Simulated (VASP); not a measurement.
Computed with RPBE GGA, VASP's PBE PAW potentials (set 64) (plane waves; VASP 6.6.1).

The input files of a VASP run:

**INCAR**
```
ALGO=Normal
EDIFF=1E-6
ENCUT=400
GGA=RP
ISIF=2
ISMEAR=0
LASPH=T
LCHARG=F
LMAXMIX=4
LREAL=F
LWAVE=F
NELM=100
PREC=Accurate
SIGMA=0.05
SYSTEM=CdS
```

File POSCAR:
```
CdS
1
    0.0000000000     2.9682000000     2.9682000000
    2.9682000000     0.0000000000     2.9682000000
    2.9682000000     2.9682000000     0.0000000000
Cd S
1 1
Direct
  0.0000000000   0.0000000000   0.0000000000
  0.2500000000   0.2500000000   0.2500000000
```

**KPOINTS**
```
Automatic mesh
0
Gamma
7 7 7
0 0 0
```

POTCAR, in this order: Cd S (PBE.64 set). Program: vasp_std.

Q: Predict the energy per atom (σ→0), pressure, band gap (on the k-mesh).

A: 
* **energy per atom (σ→0)**: -2.755 eV/atom
* **band gap (on the k-mesh)**: 1.21 eV
* **pressure**: 1.67 GPa

**OSZICAR**
```
...
DAV:   8    -0.550794711850E+01   -0.43036E-02   -0.22124E-02   560   0.219E+00    0.341E-01
DAV:   9    -0.550832588781E+01   -0.37877E-03   -0.29989E-03   600   0.853E-01    0.800E-02
DAV:  10    -0.550877175872E+01   -0.44587E-03   -0.49503E-04   540   0.207E-01    0.927E-02
DAV:  11    -0.550902581420E+01   -0.25406E-03   -0.52508E-04   535   0.190E-01    0.242E-02
DAV:  12    -0.550900986382E+01    0.15950E-04   -0.50259E-05   652   0.108E-01    0.127E-02
DAV:  13    -0.550901549779E+01   -0.56340E-05   -0.13781E-05   535   0.243E-02    0.125E-02
DAV:  14    -0.550901538274E+01    0.11505E-06   -0.14113E-06   556   0.873E-03
   1 F= -.55090154E+01 E0= -.55090154E+01  d E =-.279326E-11
```

The compound is CdS in the zinc blende structure, a metastable form; wurtzite is the usual one. The cell was not relaxed at this level. The run is one of a series of settings (GGA = RP against the base run), some of them coarse on purpose.
